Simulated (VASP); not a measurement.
Input:

```yaml
crystal:
  lattice:
    - [0.00000, 2.04979, 2.04979]
    - [2.04979, 0.00000, 2.04979]
    - [2.04979, 2.04979, 0.00000]
  atoms:
    - { symbol: Au, position: [0.00000, 0.00000, 0.00000] }
```

Level of theory: PBE GGA with D3 dispersion (Becke-Johnson damping), VASP's PBE PAW potentials (set 64) (plane waves; VASP). Numerical set-up: 520 eV cut-off, 17×17×17 Γ-centred mesh, tetrahedra with Blöchl corrections, potentials Au.

Question: The job: Au (fcc), 1 atom, PBE-D3(BJ), static run, 520 eV, 17×17×17 Γ-centred mesh. Roughly how much core time does it take on a busy server core?

Answer: About 10 core-seconds (one run on a shared machine, a rough figure). It had 165 irreducible k-points, 9 bands, up to 483 plane waves and 11 electronic steps.

The compound is Au in the fcc structure. It was relaxed first.
